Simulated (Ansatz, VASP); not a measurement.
# CaCuC in two plane-wave programs

Wanted: the spread between two codes on one cell, functional and k mesh. The cell is invented: As first built, before any earlier steps moved the atoms (in the runner's words): it takes the CaCuSi structure with some of its atoms replaced by other elements, volume scaled by an estimate. It may not be a known or stable phase. The cell is taken from a series of VASP runs on this material, whose earlier steps may have relaxed, scaled or displaced it; both programs get it as it stands.

Calculated with Ansatz 0.2.0; plane waves, with VASP 6.6.1 beside it; band structure at PBE.

## 1. The structure

It takes space group P-6m2 (No. 187, hexagonal). The conventional cell has a = 3.538 Å, b = 3.538 Å, c = 4.021 Å, α = 90.00°, β = 90.00°, γ = 120.00°. Nearest to Cu lie 3 C at 2.04 Å and 6 Ca at 2.87 Å. Ca has 6 C at 2.87 Å and 6 Cu at 2.87 Å nearest. C has 3 Cu at 2.04 Å and 6 Ca at 2.87 Å nearest. As first built, before any earlier steps moved the atoms (in the runner's words): sites of the CaCuSi structure (space group 187) filled with other elements, volume scaled by an estimate. Farther neighbours are not listed.

Structure file:

```xyz
3
Lattice="3.5382 0.0000 0.0000 -1.7691 3.0642 0.0000 0.0000 0.0000 4.0210" Properties=species:S:1:pos:R:3 pbc="T T T"
Cu    1.7691    1.0214    2.0105
Ca    0.0000    0.0000    0.0000
C     0.0000    2.0428    2.0105
```

## 2. VASP: band structure, PBE

A single point gives forces, pressure and levels at one fixed geometry, so differences don't come from the geometry; what else differs is listed under the comparison.

Lines of VASP's logs that name or quote its potential files are left out, and so is its time.

INCAR

```
SYSTEM = CaCuC
PREC = Accurate
ENCUT = 520
EDIFF = 1E-06
NELM = 100
ISMEAR = 0
SIGMA = 0.02
LREAL = .FALSE.
ALGO = Normal
GGA = PE
NBANDS = 25
LORBIT = 11
LWAVE = .FALSE.
LCHARG = .FALSE.
KPAR = 4
```

POSCAR

```
CaCuC
1.0
    3.5382347464     -0.0000000754      0.0000000000
   -1.7691170150      3.0642012370      0.0000000000
    0.0000000000      0.0000000000      4.0209659675
Cu Ca C
1 1 1
Direct
    0.6666666700      0.3333333300      0.5000000000
    0.0000000000      0.0000000000      0.0000000000
    0.3333333300      0.6666666700      0.5000000000
```

KPOINTS

```
Automatic mesh
0
Gamma
5 5 4
0 0 0
```

KPOINTS_OPT

```
Line mode
16
Line-mode
Reciprocal
  0.00000000   0.00000000   0.00000000 GAMMA
  0.50000000   0.00000000   0.00000000 M

  0.50000000   0.00000000   0.00000000 M
  0.33333333   0.33333333   0.00000000 K

  0.33333333   0.33333333   0.00000000 K
  0.00000000   0.00000000   0.00000000 GAMMA

  0.00000000   0.00000000   0.00000000 GAMMA
  0.00000000   0.00000000   0.50000000 A

  0.00000000   0.00000000   0.50000000 A
  0.50000000   0.00000000   0.50000000 L

  0.50000000   0.00000000   0.50000000 L
  0.33333333   0.33333333   0.50000000 H

  0.33333333   0.33333333   0.50000000 H
  0.00000000   0.00000000   0.50000000 A

  0.50000000   0.00000000   0.50000000 L
  0.50000000   0.00000000   0.00000000 M

  0.33333333   0.33333333   0.00000000 K
  0.33333333   0.33333333   0.50000000 H
```

Potentials, in the order of the species: Cu, Ca_sv and C (PBE family, release 64).

Run with:

```sh
$ mpirun -np 4 vasp_std
```

Numbers of over 12 decimals in the logs are rounded to 6 here.

Output:

```text
[banner, memory and clock lines left out]
running    4 mpi-ranks, on    1 nodes
 distrk:  each k-point on    1 cores,    4 groups
 distr:  one band on    1 cores,    1 groups

 POSCAR found type information on POSCAR CuCaC
 POSCAR found :  3 types and       3 ions
 LDA part: xc-table for (Slater+PW92), standard interpolation
 POSCAR, INCAR and KPOINTS ok, starting setup
 FFT: planning ... GRIDC
 FFT: planning ... GRID_SOFT
 FFT: planning ... GRID
 WAVECAR not read
 entering main loop
       N       E                     dE             d eps       ncg     rms          rms(c)
DAV:   1     0.179997962826E+03    0.18000E+03   -0.11414E+04   782   0.123E+03
DAV:   2    -0.597523452240E+01   -0.18597E+03   -0.17442E+03   815   0.295E+02
DAV:   3    -0.177994914591E+02   -0.11824E+02   -0.11295E+02   892   0.758E+01
DAV:   4    -0.183429641405E+02   -0.54347E+00   -0.53908E+00  1027   0.140E+01
DAV:   5    -0.183589383297E+02   -0.15974E-01   -0.15966E-01   971   0.227E+00    0.195E+01
DAV:   6    -0.230720660771E+02   -0.47131E+01   -0.11857E+02   989   0.178E+02    0.167E+01
DAV:   7    -0.144304513821E+02    0.86416E+01   -0.17010E+01   898   0.721E+01    0.560E+00
DAV:   8    -0.137996384416E+02    0.63081E+00   -0.26505E+00  1016   0.308E+01    0.156E+00
DAV:   9    -0.138445400245E+02   -0.44902E-01   -0.47108E-01  1104   0.112E+01    0.144E+00
DAV:  10    -0.138112014604E+02    0.33339E-01   -0.25582E-01   925   0.108E+01    0.734E-01
DAV:  11    -0.138045911138E+02    0.66103E-02   -0.48551E-02   993   0.462E+00    0.186E-01
DAV:  12    -0.138043914124E+02    0.19970E-03   -0.49240E-03  1156   0.127E+00    0.625E-02
DAV:  13    -0.138043771863E+02    0.14226E-04   -0.59310E-04  1131   0.360E-01    0.120E-02
DAV:  14    -0.138043782409E+02   -0.10546E-05   -0.31931E-05  1188   0.662E-02    0.561E-03
DAV:  15    -0.138043775446E+02    0.69628E-06   -0.10814E-06   524   0.181E-02
   1 F= -.13804378E+02 E0= -.13804172E+02  d E =-.411486E-03
 Start KPOINTS_OPT (optional k-point list driver)
k-point batch [1-15\144]
       N       E                     dE             ncg
DAV:   1     0.842521340864E+03   -0.53047E+04      774
DAV:   2    -0.197360342155E+04   -0.28161E+04      807
DAV:   3    -0.215410431120E+04   -0.18050E+03      872
DAV:   4    -0.216188847443E+04   -0.77842E+01     1131
DAV:   5    -0.216199087498E+04   -0.10240E+00      939
DAV:   6    -0.216199391051E+04   -0.30355E-02     1115
DAV:   7    -0.216199393801E+04   -0.27499E-04      956
DAV:   8    -0.216199393846E+04   -0.44341E-06      787
[...]
k-point batch [136-144\144]
       N       E                     dE             ncg
DAV:   1     0.632184118380E+04   -0.85766E+04      466
DAV:   2     0.468725656842E+04   -0.16346E+04      507
DAV:   3     0.458388310101E+04   -0.10337E+03      516
DAV:   4     0.458013979016E+04   -0.37433E+01      642
DAV:   5     0.458003355333E+04   -0.10624E+00      540
DAV:   6     0.458003032254E+04   -0.32308E-02      649
DAV:   7     0.458003029345E+04   -0.29096E-04      539
DAV:   8     0.458003029325E+04   -0.19643E-06      439
```

From OUTCAR (step 2):

```text
ion  position               nearest neighbor table
   1  0.667  0.333  0.500-   3 2.04   3 2.04   3 2.04   2 2.87   2 2.87   2 2.87   2 2.87   2 2.87
                             2 2.87
   2  0.000  0.000  0.000-   1 2.87   1 2.87   1 2.87   1 2.87   1 2.87   1 2.87
   3  0.333  0.667  0.500-   1 2.04   1 2.04   1 2.04

  LATTYP: Found a hexagonal cell.
 ALAT       =     3.5382347464
 C/A-ratio  =     1.1364327852

 Subroutine GETGRP returns: Found 12 space group operations
 (whereof 12 operations were pure point group operations)

The static configuration has the point symmetry D_3h.

 Found     15 irreducible k-points:

   k-points           NKPTS =     15   k-points in BZ     NKDIM =     15   number of bands    NBANDS=     25

   dimension x,y,z NGX =    28 NGY =   28 NGZ =   30
   dimension x,y,z NGXF=    56 NGYF=   56 NGZF=   60

   ENCUT  =  520.0 eV  38.22 Ry    6.18 a.u.   6.58  6.58  7.48*2*pi/ulx,y,z

   NELECT =      25.0000    total number of electrons

 k-points in reciprocal lattice and weights: Automatic mesh
   0.00000000  0.00000000  0.00000000       0.010
   0.20000000 -0.00000000  0.00000000       0.060
   0.40000000 -0.00000000  0.00000000       0.060
   0.20000000  0.20000000  0.00000000       0.060
   0.40000000  0.20000000  0.00000000       0.060
   0.00000000  0.00000000  0.25000000       0.020
   0.20000000 -0.00000000  0.25000000       0.120
   0.40000000 -0.00000000  0.25000000       0.120
   0.20000000  0.20000000  0.25000000       0.120
[...]
0.20000000  0.20000000  0.50000000       0.060
   0.40000000  0.20000000  0.50000000       0.060

 average (electrostatic) potential at core
       1 -66.6894       2 -43.8397       3 -49.3313

 E-fermi :   4.8601

 k-point     1 :       0.0000    0.0000    0.0000
  band No.  band energies     occupation
    ...
      7       0.6991      2.00000
      8       1.2564      2.00000
      9       1.9363      2.00000
     10       1.9363      2.00000
     11       4.0143      2.00000
     12       6.4003      0.00000
     13       6.4003      0.00000
     14       6.5020      0.00000
     15       8.2729      0.00000
     16       9.9441      0.00000
    ...

 k-point     2 :       0.2000   -0.0000    0.0000
  band No.  band energies     occupation
    ...
      8       1.3899      2.00000
      9       1.7150      2.00000
     10       1.8987      2.00000
     11       4.2328      2.00000
     12       4.5752      2.00000
     13       5.8867      0.00000
     14       7.0300      0.00000
     15       8.9844      0.00000
     16       9.8676      0.00000
     17      10.1497      0.00000
    ...

 k-point     3 :       0.4000   -0.0000    0.0000
  band No.  band energies     occupation
    ...
      8       1.4551      2.00000
      9       1.5599      2.00000
     10       1.8383      2.00000
     11       2.5578      2.00000
     12       4.7524      2.00000
     13       4.8825      0.11265
     14       7.1023      0.00000
     15       9.6173      0.00000
     16       9.6454      0.00000
     17      10.3099      0.00000
    ...

  Total       -0.1121599     -0.1121599      0.1108747     -0.0000000     -0.0000000      0.0000000
  in kB       -4.1220548     -4.1220549      4.0748235     -0.0000004     -0.0000000      0.0000000
  external PRESSURE =      -1.3897621 kB  Pullay stress =       0.0000000 kB

  energy-cutoff  :      520.00
  volume of cell :       43.59
      direct lattice vectors                 reciprocal lattice vectors
     3.538234746 -0.000000075  0.000000000     0.282626814  0.163174631  0.000000000
    -1.769117015  3.064201237  0.000000000     0.000000007  0.326349327  0.000000000
     0.000000000  0.000000000  4.020965967     0.000000000  0.000000000  0.248696460

 POSITION                                       TOTAL-FORCE (eV/Angst)
 -----------------------------------------------------------------------------------
      1.76912      1.02140      2.01048        -0.000000      0.000000      0.000000
      0.00000      0.00000      0.00000         0.000000      0.000000      0.000000
      0.00000      2.04280      2.01048         0.000000      0.000000      0.000000
 -----------------------------------------------------------------------------------
    total drift:                                0.000001      0.000000      0.000000

  FREE ENERGIE OF THE ION-ELECTRON SYSTEM (eV)
  ---------------------------------------------------
  free  energy   TOTEN  =       -13.8043775446 eV

  energy  without entropy=      -13.8039660591  energy(sigma->0) =      -13.80417180

 total charge
# of ion       s       p       d       tot
------------------------------------------
    1        0.534   0.481   9.101  10.116
    2        2.050   5.865   0.293   8.209
    3        0.868   1.346   0.000   2.214
--------------------------------------------------
tot          3.452   7.692   9.394  20.538

[... 3 further parts left out ...]
```

The run ends at a pressure of -0.14 GPa.

## 3. Ansatz: band structure, PBE

Ansatz runs on its default PAW (the set named soft_2) files.

The same cell, functional, mesh and smearing now go to Ansatz, which takes its cutoff from its data sets.

input.yaml

```yaml
crystal:
  lattice:
    - [3.5382347464, -7.54e-08, 0.0]
    - [-1.769117015, 3.064201237, 0.0]
    - [0.0, 0.0, 4.0209659675]
  atoms:
    - { symbol: Cu, position: [0.66666667, 0.33333333, 0.5] }
    - { symbol: Ca, position: [0.0, 0.0, 0.0] }
    - { symbol: C, position: [0.33333333, 0.66666667, 0.5] }
hamiltonian:
  xc: pbe
  pseudopotentials: { kind: paw }
kpoints:
  mp_grid: { grid: [5, 5, 4] }
  band_path:
    path:
      - [0.0, 0.0, 0.0]
      - [0.13333, 0.0, 0.0]
      - [0.3, 0.0, 0.0]
      - [0.46667, 0.0, 0.0]
      - [0.46667, 0.06667, 0.0]
      - [0.41111, 0.17778, 0.0]
      - [0.35556, 0.28889, 0.0]
      - [0.28889, 0.28889, 0.0]
      - [0.17778, 0.17778, 0.0]
      - [0.06667, 0.06667, 0.0]
      - [0.0, 0.0, 0.03333]
      - [0.0, 0.0, 0.2]
      - [0.0, 0.0, 0.36667]
      - [0.0, 0.0, 0.5]
      - [0.16667, 0.0, 0.5]
      - [0.3, 0.0, 0.5]
      - [0.46667, 0.0, 0.5]
      - [0.46667, 0.06667, 0.5]
      - [0.41111, 0.17778, 0.5]
      - [0.35556, 0.28889, 0.5]
      - [0.28889, 0.28889, 0.5]
      - [0.17778, 0.17778, 0.5]
      - [0.06667, 0.06667, 0.5]
      - [0.5, 0.0, 0.46667]
      - [0.5, 0.0, 0.3]
      - [0.5, 0.0, 0.13333]
      - [0.33333, 0.33333, 0.0]
      - [0.33333, 0.33333, 0.16667]
      - [0.33333, 0.33333, 0.33333]
      - [0.33333, 0.33333, 0.5]
    npoints: 1
scf:
  occupations: { method: gaussian, width: 0.02 }
  n_extra_bands: 7
output:
  forces: true
  stress: true
  eigenvalues: true
```

Run with:

```sh
$ ansatz run input.yaml --threads 2 --pin off --max-ram 4608MiB --backend cpu --events-out ev --progress --plain --runs-dir out
```

Output:

```text
Warning: the atoms were moved onto the symmetric positions of the space group found under crystal.symmetry.tolerance 1.0e-5 (fractional; no operation is sought that the atoms, as they stand in a round, miss by more than twice it, and no atom is moved by as much as it), and the run uses the moved positions. Before a round's move an operation carried an atom to 3.54e-8 Å from where it should land, the largest such dist [...]
scf.n_extra_bands = 7 over 17 filled bands (N_el = 33.0): the run solves 24 bands
Engine: ansatz 0.2.0, aarch64-unknown-linux-gnu
Pseudopotentials: kind: paw
Pseudopotential: Cu, paw, valence charge 19, recommended cutoff 420 eV (normal), Cu.paw.azcp
Pseudopotential: Ca, paw, valence charge 10, recommended cutoff 420 eV (normal), Ca.paw.azcp
Pseudopotential: C, paw, valence charge 4, recommended cutoff 420 eV (normal), C.paw.azcp
Functional definition: PBE
  parameter kappa = 0.804
  parameter beta = 0.066725
  exchange = pbe_x(kappa = kappa, mu = beta*pi^2/3)
  correlation = pbe_c(beta = beta)
Crystal: 3 atoms, lattice volume = 43.595 Å³
Basis set: ecut = 420 eV, 823 PW (Γ), exchange–correlation on 48×48×54 points (8 copies of the dense FFT grid, shifted against one another)
Bands: 24, of which v1, the nominal top of the filled ones, is band 17 counted from 1 (16 counted from 0)
Symmetry: 12 space group operations
Space group: P-6m2 (ITA 187), of the structure as read, at distance tolerance 3.5e-5 Å
k-points: 15 of 100 (time reversal used)
Non-local potential: Cu, projectors of the file, l = 0: 3, l = 1: 2, l = 2: 3, l = 3: 1
Non-local potential: Ca, projectors of the file, l = 0: 3, l = 1: 2, l = 2: 2
Non-local potential: C, projectors of the file, l = 0: 2, l = 1: 2, l = 2: 1
PAW form: soft (Blöchl's): semilocal exchange-correlation on the pseudo side does not see the compensation charge
PAW one-centre angular grid: Cu, 590 points (default); XC on 64 Gauss nodes
PAW one-centre angular grid: Ca, 110 points (default); XC on 64 Gauss nodes
PAW one-centre angular grid: C, 110 points (default); XC on 64 Gauss nodes
Initial density: superposition of atomic densities (neutral atoms: chi_scale 0, normalization atom), corrected by the library's trained network
Initial wavefunctions: pseudopotential atomic-orbital guess
Functional: x = pbe(κ = 0.804, μ = 0.219515), c = pbe(β = 0.066725)
SCF iter   1: F=—  HF=-8691.941486 eV  |F-HF|=—  |Δ(HF+E_count)|=         —  Δρ=1.07e-2  dr2=6.88e-2  ethr=1.77e-3  ⟨swp⟩=7.4  Hψ=1935  notcnv=0
preconditioner: auto → Resta (q_TF=auto, 2.605 Å⁻¹)  ε∞=5.0  [insulator: Δε(μ)=0.084 eV  Ē_g=13.415 eV  σ=0.020 eV  W_gap=0.51  n_scr=20 (ndim 8)  ℏωp=27.0 eV  f_vac=0.000  D(μ)=7.12/eV (n_scr^D=120)  ε∞_Penn≈5.0]
SCF iter   2: F=—  HF=-8691.932037 eV  |F-HF|=—  |Δ(HF+E_count)|=   9.45e-3  Δρ=2.21e-3  dr2=3.50e-3  ethr=2.09e-4  ⟨swp⟩=2.0  Hψ=576  notcnv=0  defer=18
preconditioner: auto → Kerker (q_TF=auto, 2.605 Å⁻¹)  [metal: Δε(μ)=0.020 eV  Ē_g=13.355 eV  σ=0.020 eV  W_gap=0.50  n_scr=20 (ndim 8)  ℏωp=27.0 eV  f_vac=0.000  D(μ)=7.35/eV (n_scr^D=120)]
SCF iter   3: F=—  HF=-8691.931388 eV  |F-HF|=—  |Δ(HF+E_count)|=   6.49e-4  Δρ=1.87e-3  dr2=1.97e-3  ethr=1.06e-5  ⟨swp⟩=2.7  Hψ=618  notcnv=0  defer=18
SCF iter   4: F=—  HF=-8691.931116 eV  |F-HF|=—  |Δ(HF+E_count)|=   2.72e-4  Δρ=7.18e-4  dr2=3.59e-4  ethr=5.98e-6  ⟨swp⟩=1.3  Hψ=347  notcnv=0  defer=18
SCF iter   5: F=—  HF=-8691.931079 eV  |F-HF|=—  |Δ(HF+E_count)|=   3.69e-5  Δρ=2.88e-4  dr2=4.32e-5  ethr=1.09e-6  ⟨swp⟩=2.6  Hψ=494  notcnv=0  defer=18
SCF iter   6: F=—  HF=-8691.931053 eV  |F-HF|=—  |Δ(HF+E_count)|=   2.61e-5  Δρ=4.10e-5  dr2=9.36e-7  ethr=1.31e-7  ⟨swp⟩=2.6  Hψ=498  notcnv=0  defer=18
SCF iter   7: F=—  HF=-8691.931053 eV  |F-HF|=—  |Δ(HF+E_count)|=   6.60e-7  Δρ=2.04e-5  dr2=1.84e-7  ethr=3.03e-10  ⟨swp⟩=8.2  Hψ=1805  notcnv=0
SCF iter   8: F=-8691.931053 eV  HF=-8691.931053 eV  |F-HF|=1.09e-9  |Δ(HF+E_count)|=   7.25e-8  Δρ=5.33e-6  dr2=1.22e-8  ethr=3.03e-10  ⟨swp⟩=4.3  Hψ=1086  notcnv=0
SCF 1 converged in 8 iterations: F = -8691.931053 eV  dr2 = 1.22e-8
  greatest PAW one-centre occupation: 1.000 electrons in one spin orbital (limit 2), on the Cu atom at site 0 (counted from 0), in its partial waves of l = 0
NSCF: frozen V_eff on 30 k-points
SCF converged after 8 iterations
Free energy (F): -8691.931053 eV
Harris-Foulkes:  -8691.931053 eV  (|F-HF|=1.09e-9)
Internal energy: -8691.930126 eV  (E = F + TS)
E sigma→0 (E₀):  -8691.930590 eV
Entropy (-TS):   -0.000928 eV (-0.309 meV/atom)
Fermi energy:    10.699742 eV
--- Per-component energies (eV) ---
  E_band       = -559.941803
  E_kinetic    = 662.512372
  E_local      = -5969.611263  (includes V_loc(G=0)·N_el)
  E_nonlocal   = 473.161207
  E_hartree    = 2565.514331
  E_xc         = -275.148660
  E_vxc        = -346.761068  (∫ρ·V_xc dr)
  E_paw        = -2613.275538  (= ΣΔE_a)
  E_vpaw       = -510.275861  (= ΣTr[D̂ρ^β])
  E_aug_tail   = 0.000270  (compensation charges beyond the density's cutoff)
  E_ewald      = -3535.082843
  E_smearing   = -0.000928  (= −TS)
  E_closure    = 0.000000  (closes the sum)
  Σ components = -8691.931053   (vs F -8691.931053, Δ=0.00e0)
--- Forces (eV/Å), atoms counted from 1 ---
  atom   1  Cu     0.00000000     0.00000000     0.00000000
  atom   2  Ca     0.00000000    -0.00000000     0.00000000
  atom   3  C     -0.00000000    -0.00000000     0.00000000
  max |Σ_I F_I| component: 1.34e-16 eV/Å
--- Stress (GPa, compression-positive) ---
       -0.843320       0.000000       0.000000
       -0.000000      -0.843320       0.000000
        0.000000       0.000000       0.299883
  P = ⅓ Tr σ = -0.4623 GPa (-4.623 kbar)
--- Band table (eV; the first three rows and the last of 15) ---
  k-point 0: bands = [... 13 lower, 7.8061, 9.8295, 12.2497, 12.2497, 12.3642, 14.0940, 15.7835, 15.7835, ... 3 higher]
  k-point 1: bands = [... 13 lower, 7.7798, 8.5640, 12.5388, 12.5388, 13.5644, 14.7293, 15.1793, 15.1793, ... 3 higher]
  k-point 2: bands = [... 13 lower, 7.7482, 7.9156, 12.9031, 12.9031, 14.3093, 14.9428, 14.9428, 15.6093, ... 3 higher]
  k-point 14: bands = [... 13 lower, 7.9535, 8.0374, 9.1732, 10.3606, 11.5511, 16.0171, 16.5903, 17.1742, ... 3 higher]
```

Wall time 3.5 s (2 threads of Arm Neoverse N1, shared host); peak memory 0.3 GiB.

Reading the cycles: dr2 is the Hartree energy of the density residual (eV), the measure of convergence; HF is the Harris–Foulkes estimate of the energy, which meets the free energy F at convergence.

## 4. Differences

Known differences besides the potentials themselves: the data sets hold 33 valence electrons in Ansatz (default PAW (the set named soft_2) files) and 25 in VASP; the cutoff is 420 eV in Ansatz and 520 eV in VASP; VASP leaves aspherical gradient terms in its spheres out (LASPH is not set), Ansatz keeps them. Total energies have different zeros and are not compared.

Compared:

```
                                        quantity  Ansatz   VASP  difference
                                  pressure (GPa)   -0.46  -0.14       -0.32
pressure without Ansatz's Pulay correction (GPa)   -0.62  -0.14       -0.48
```

Levels from 3 eV below to 2 eV above the Fermi level differ by 21 meV r.m.s. and 43 meV at most; each VASP level is matched to the nearest of Ansatz, which flatters the figure a little. Ansatz's pressure holds a Pulay correction of 0.16 GPa; VASP's holds none.

## 5. Summary of results

| Item | Value |
| --- | --- |
| r.m.s. difference of levels near the Fermi level (band structure, PBE) | 21 meV |

What this shows: The r.m.s. difference of levels near the Fermi level is 21 meV (band structure, PBE), within the 80 meV picked in this series as the mark of a large difference. Such differences can come from data sets, numerical settings and the points named under the comparisons, not from the functional's error against experiment.

[Lines on the potential files, build, host, timing and source positions are cut from VASP's logs without a mark.]

[Logs are printed without paths, hosts, clocks, repeated set-up lines and the standing remarks that a program may print on its own settings, such as how far it seeks lower states.]

[Hosts, paths, dates, database ids (printed as entryN), source tags and the programs' standing remarks are cut or masked in the printed files.]
